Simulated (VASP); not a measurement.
Given:

```
PbSe
1.0
    0.00000     3.06000     3.06000
    3.06000     0.00000     3.06000
    3.06000     3.06000     0.00000
Pb Se
1 1
Cartesian
  0.00000   0.00000   0.00000
  3.06000   3.06000   3.06000
```

Calculation: PBE GGA, VASP's PBE PAW potentials (set 64) (plane waves; VASP). Run with 600 eV cut-off, 7×7×7 Γ-centred mesh, Gaussian smearing of 0.050 eV, potentials Pb_d Se.

Task: What does the run give for the energy per atom (σ→0), pressure?

Result: 
The energy per atom (σ→0) is -4.090 eV/atom. The pressure comes out as 2.42 GPa.

Total energies compare only between runs with the same potentials, cut-off and functional.

The compound is PbSe in the rock salt structure. The cell was not relaxed at this level. The run is one of a series of settings (ENCUT = 600 against the base run), some of them coarse on purpose.
